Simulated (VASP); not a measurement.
The input files of a VASP run:

INCAR:
```
# general
SYSTEM =NaI
PREC   =Accurate
ENCUT  =520
LREAL  =.FALSE.
LASPH  =.TRUE.

# electronic loop
EDIFF  =1E-6
NELM   =100
ALGO   =Normal
LMAXMIX=4

# smearing
ISMEAR =0
SIGMA  =0.05

# functional
GGA    =PE

# ions
IBRION =2
NSW    =60
ISIF   =3
EDIFFG =-0.01

# output
LWAVE  =.FALSE.
LCHARG =.FALSE.
```

KPOINTS:
```
Automatic mesh
0
Gamma
6 6 6
0 0 0
```

**POSCAR**
```
NaI
1
    0.0000000000     3.2637976522     3.2637976522
    3.2637976522     0.0000000000     3.2637976522
    3.2637976522     3.2637976522    -0.0000000000
Na I
1 1
Direct
  0.0000000000   0.0000000000   0.0000000000
  0.5000000000   0.5000000000   0.5000000000
```

POTCAR, in this order: Na_pv I (PBE.64 set). Program: vasp_std.

Problem. Translate this PBE calculation to Quantum ESPRESSO's pw.x.

Solution. One equivalent input (not run):
```
&CONTROL
  calculation = 'vc-relax'
  pseudo_dir = './pseudo'
  outdir = './out'
  tprnfor = .true.
  tstress = .true.
  nstep = 60
  forc_conv_thr = 0.00039
/
&SYSTEM
  ibrav = 0
  nat = 2
  ntyp = 2
  ecutwfc = 88
  occupations = 'smearing'
  smearing = 'gaussian'
  degauss = 0.003675
  input_dft = 'pbe'
/
&ELECTRONS
  conv_thr = 7.3e-08
  electron_maxstep = 100
/
&IONS
/
&CELL
/
ATOMIC_SPECIES
  Na 22.990 Na.upf
  I 126.904 I.upf
CELL_PARAMETERS angstrom
     0.0000000    3.2637977    3.2637977
     3.2637977    0.0000000    3.2637977
     3.2637977    3.2637977   -0.0000000
ATOMIC_POSITIONS crystal
  Na   0.0000000  0.0000000  0.0000000
  I    0.5000000  0.5000000  0.5000000
K_POINTS automatic
  6 6 6 0 0 0
```
What does not carry over: the potentials are each code's own (VASP's PAW set, PseudoDojo norm-conserving files in pw.x), so ENCUT and ecutwfc are chosen apart and not converted; conv_thr bounds pw.x's estimated SCF error, while EDIFF bounds the energy change between steps; forc_conv_thr acts on force components and is met together with etot_conv_thr.

The compound is NaI in the rock salt structure. It was relaxed first. The start is the result of an earlier pass.
